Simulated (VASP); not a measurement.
A run of VASP 6.6.1 is set up as follows.

Contents of INCAR:

```
PREC = Accurate ; ENCUT = 520
EDIFF = 1E-6 ; ISMEAR = 0
SIGMA = 0.05 ; LREAL = False
LASPH = True ; NELM = 100
ALGO = Normal ; ISIF = 2
LWAVE = False ; LCHARG = False
GGA = MK ; LUSE_VDW = True
AGGAC = 0.0 ; PARAM1 = 0.1234
PARAM2 = 0.711357 ; ZAB_VDW = -1.8867
IBRION = 2 ; NSW = 40
EDIFFG = -0.01 ; KPAR = 2
```

Contents of KPOINTS:

```
Automatic mesh
0
Gamma
  10 10 8
```

Contents of POSCAR:

```
PtSe2
1.0
    3.7240000000      0.0000000000      0.0000000000
   -1.8620000000      3.2250786000      0.0000000000
    0.0000000000      0.0000000000      5.0620000000
Pt Se
1 2
Direct
    0.0000000000      0.0000000000      0.0000000000
    0.3333333300      0.6666666700      0.2500000000
    0.6666666700      0.3333333300      0.7500000000
```

Potentials or basis: VASP PAW PBE potentials, release 64 (Pt, Se).

Command:

```sh
$ cat potpaw_PBE.64/Pt/POTCAR potpaw_PBE.64/Se/POTCAR > POTCAR
$ mpirun -np 2 vasp_std > vasp.out
```

**Question.** What does it give for the band gap on the k mesh?

**Answer.** None (metal or under the smearing width).

**Question.** Estimate the energy gained by relaxing.

**Answer.** 14.2 meV/atom.

Stress tensor (GPa, compression positive):
```
3.23 0.00 0.00
0.00 3.23 0.00
0.00 0.00 0.48
```

Caveat: the PAW data sets were made with another functional, which shifts forces and pressure a little. The run has no spin-orbit coupling, so splittings on Pt are missing.
